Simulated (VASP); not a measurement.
Runs of VASP 6.6.1 on Ag. It takes space group Pm-3m (No. 221, cubic). Conventional cell: a = 2.682 Å, b = 2.682 Å, c = 2.682 Å, α = 90.00°, β = 90.00°, γ = 90.00°. Ag (site symmetry m-3m) is surrounded by 6 Ag at 2.68 Å. This isn't the form of Ag at room conditions, which is fcc.

```tsv
cell	k mesh	gap on the mesh (eV)	pressure (GPa)
Pm-3m, 19.29 Å³/atom	13 × 13 × 13	none	(a)
Pm-3m, 17.06 Å³/atom	13 × 13 × 13	none	11.0
Pm-3m, 18.55 Å³/atom	19 × 19 × 19	none	0.1
Pm-3m, 17.81 Å³/atom	13 × 13 × 13	none	4.9
```

Alike in all rows: task single point; level LDA; potentials or basis VASP PAW LDA potentials, release 64 (Ag); no spin polarisation; cutoff (eV) 520; smearing fermi-dirac 0.1 eV.

Estimate the missing entries.

(a) -3.5.

A k mesh can miss the band edges, and the runs leave out spin-orbit coupling on Ag.

A gap of «none» marks a metal or a gap under the smearing width.
